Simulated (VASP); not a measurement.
Level of theory: PBE GGA, VASP's PBE PAW potentials (set 64) (plane waves; VASP).

Input for VASP

**POSCAR**
```
PtSe2
1
    1.8169020000    -3.2251260000     0.0000000000
    1.8169020000     3.2251260000     0.0000000000
    0.0000000000     0.0000000000     4.9727720000
Pt Se
1 2
Direct
  0.0000000000   0.0000000000   0.0000000000
  0.3333330000   0.6666670000   0.2550000000
  0.6876960000   0.3543620000   0.7450000000
```

INCAR:
```
SYSTEM  =  PtSe2
PREC  =  Accurate; ENCUT  =  475; LREAL  =  .FALSE.
LASPH  =  .TRUE.
EDIFF  =  1E-6; NELM  =  100; ALGO  =  Normal
LMAXMIX  =  6
ISMEAR  =  0; SIGMA  =  0.05
GGA  =  PE
ISIF  =  2
LWAVE  =  .FALSE.; LCHARG  =  .FALSE.
```

**KPOINTS**
```
Automatic mesh
0
Gamma
6 6 4
0 0 0
```

POTCAR, in this order: Pt Se (PBE.64 set). Program: vasp_std.

The run wrote:

**OUTCAR**
```
 ion  position               nearest neighbor table
   1  0.000  0.000  0.000-   3 2.41   2 2.46   2 2.46   2 2.50   3 2.50   3 2.52
   2  0.333  0.667  0.255-   1 2.46   1 2.46   1 2.50
   3  0.688  0.354  0.745-   1 2.41   1 2.50   1 2.52
  LATTYP: Found a base centered orthorhombic cell.
 ALAT       =     3.6338040000
 B/A-ratio  =     1.7750687709
 C/A-ratio  =     1.3684755700
 Subroutine PRICEL returns:
 Original cell was already a primitive cell.
 Subroutine GETGRP returns: Found  1 space group operations
The static configuration has the point symmetry C_1 .
The dynamic configuration has the point symmetry C_1 .
 Subroutine INISYM returns: Found  1 space group operations
 Subroutine IBZKPT returns following result:
 Found     76 irreducible k-points:

 Following reciprocal coordinates:
            Coordinates               Weight
  0.000000  0.000000  0.000000      1.000000
  0.166667  0.000000  0.000000      2.000000
  0.000000  0.166667  0.000000      2.000000
  0.333333  0.000000  0.000000      2.000000
  0.000000  0.333333  0.000000      2.000000
  0.500000  0.000000  0.000000      1.000000
  0.000000  0.500000  0.000000      1.000000
  0.166667  0.166667  0.000000      2.000000
  0.333333  0.166667  0.000000      2.000000
  0.166667  0.333333  0.000000      2.000000
  0.500000  0.166667  0.000000      2.000000
  0.166667  0.500000  0.000000      2.000000
 -0.333333  0.166667  0.000000      2.000000
  0.166667 -0.333333  0.000000      2.000000
 -0.166667  0.166667  0.000000      2.000000
  0.333333  0.333333  0.000000      2.000000
  0.500000  0.333333  0.000000      2.000000
  0.333333  0.500000  0.000000      2.000000
 -0.333333  0.333333  0.000000      2.000000
  0.500000  0.500000  0.000000      1.000000
  0.000000  0.000000  0.250000      2.000000
  0.166667  0.000000  0.250000      2.000000
 -0.166667  0.000000  0.250000      2.000000
  0.000000  0.166667 -0.250000      2.000000
  0.000000 -0.166667 -0.250000      2.000000
  0.333333  0.000000  0.250000      2.000000
 -0.333333  0.000000  0.250000      2.000000
  0.000000  0.333333 -0.250000      2.000000
  0.000000 -0.333333 -0.250000      2.000000
  0.500000  0.000000  0.250000      2.000000
  0.000000  0.500000 -0.250000      2.000000
  0.166667  0.166667  0.250000      2.000000
 -0.166667 -0.166667  0.250000      2.000000
  0.333333  0.166667  0.250000      2.000000
 -0.333333 -0.166667  0.250000      2.000000
  0.166667  0.333333 -0.250000      2.000000
 -0.166667 -0.333333 -0.250000      2.000000
  0.500000  0.166667  0.250000      2.000000
  0.500000 -0.166667  0.250000      2.000000
  0.166667  0.500000 -0.250000      2.000000
   k-points           NKPTS =     76   k-points in BZ     NKDIM =     76   number of bands    NBANDS=     15
   number of dos      NEDOS =    301   number of ions     NIONS =      3
   total plane-waves  NPLWV =  28224
   dimension x,y,z NGX =    28 NGY =   28 NGZ =   36
   dimension x,y,z NGXF=    56 NGYF=   56 NGZF=   72
   ions per type =               1   2
   PREC   = accura    normal or accurate (medium, high low for compatibility)
   ISTART =      0    job   : 0-new  1-cont  2-samecut
   ICHARG =      2    charge: 1-file 2-atom 10-const
   ISPIN  =      1    spin polarized calculation?
   LNONCOLLINEAR =      F non collinear calculations
   LSORBIT =      F    spin-orbit coupling
   INIWAV =      1    electr: 0-lowe 1-rand  2-diag
   ENCUT  =  475.0 eV  34.91 Ry    5.91 a.u.   6.58  6.58  8.84*2*pi/ulx,y,z
   NELM   =    100;   NELMIN=  2; NELMDL= -5     # of ELM steps
   EDIFF  = 0.1E-05   stopping-criterion for ELM
...
```

### OSZICAR
```
       N       E                     dE             d eps       ncg     rms          rms(c)
DAV:   1     0.111998407091E+03    0.11200E+03   -0.98621E+03  2360   0.121E+03
DAV:   2    -0.103321902571E+02   -0.12233E+03   -0.11968E+03  2924   0.233E+02
DAV:   3    -0.147777042387E+02   -0.44455E+01   -0.44279E+01  2784   0.479E+01
DAV:   4    -0.148082527075E+02   -0.30548E-01   -0.30544E-01  2791   0.435E+00
DAV:   5    -0.148086017832E+02   -0.34908E-03   -0.34907E-03  2889   0.436E-01    0.143E+01
DAV:   6    -0.142283323952E+02    0.58027E+00   -0.47995E+00  2315   0.218E+01    0.850E+00
DAV:   7    -0.140592899595E+02    0.16904E+00   -0.90152E-01  2315   0.102E+01    0.434E+00
DAV:   8    -0.140401721744E+02    0.19118E-01   -0.54858E-02  2413   0.188E+00    0.829E-01
DAV:   9    -0.140370250992E+02    0.31471E-02   -0.10499E-02  2616   0.111E+00    0.152E-01
DAV:  10    -0.140372135821E+02   -0.18848E-03   -0.11804E-03  2721   0.269E-01    0.488E-02
DAV:  11    -0.140372253637E+02   -0.11782E-04   -0.51394E-05  2854   0.709E-02    0.253E-02
DAV:  12    -0.140372252281E+02    0.13561E-06   -0.13203E-05  2581   0.341E-02    0.285E-03
DAV:  13    -0.140372256650E+02   -0.43693E-06   -0.96990E-07  1861   0.755E-03
   1 F= -.14037226E+02 E0= -.14036642E+02  d E =-.116780E-02
```

OUTCAR:
```
------------------------ aborting loop because EDIFF is reached ----------------------------------------
  FORCE on cell =-STRESS in cart. coord.  units (eV):
  Direction    XX          YY          ZZ          XY          YZ          ZX
  --------------------------------------------------------------------------------------
  Total        5.6538924      4.3109769      3.4778901      0.5178155      0.6278687      0.8655831
  in kB      155.4359205    118.5166974     95.6136075     14.2357034     17.2612686     23.7964748
  external PRESSURE =     123.1887418 kB  Pullay stress =       0.0000000 kB
  volume of cell :       58.28
      direct lattice vectors                 reciprocal lattice vectors
     1.816902000 -3.225126000  0.000000000     0.275193709 -0.155032703  0.000000000
     1.816902000  3.225126000  0.000000000     0.275193709  0.155032703  0.000000000
     0.000000000  0.000000000  4.972772000     0.000000000  0.000000000  0.201095083
 POSITION                                       TOTAL-FORCE (eV/Angst)
 -----------------------------------------------------------------------------------
      0.00000      0.00000      0.00000         0.728159      0.050229      0.063455
      1.81690      1.07504      1.26806         0.033184      0.156352      0.855035
      1.89332     -1.07504      3.70472        -0.761343     -0.206581     -0.918490
 -----------------------------------------------------------------------------------
    total drift:                                0.000006      0.000018     -0.000012
  FREE ENERGIE OF THE ION-ELECTRON SYSTEM (eV)
  ---------------------------------------------------
  free  energy   TOTEN  =       -14.0372256650 eV

  energy  without entropy=      -14.0360578661  energy(sigma->0) =      -14.03664177
```
(Selected blocks of OUTCAR.)

The compound is PtSe2 in the 1T layered structure. The cell was not relaxed at this level, atoms are displaced from their ideal sites. The k-mesh is coarse (spacing up to 0.33 per Å, 2π included), so the numbers may not be converged in it. The run is one of a series of settings (ENCUT = 475 against the base run), some of them coarse on purpose.
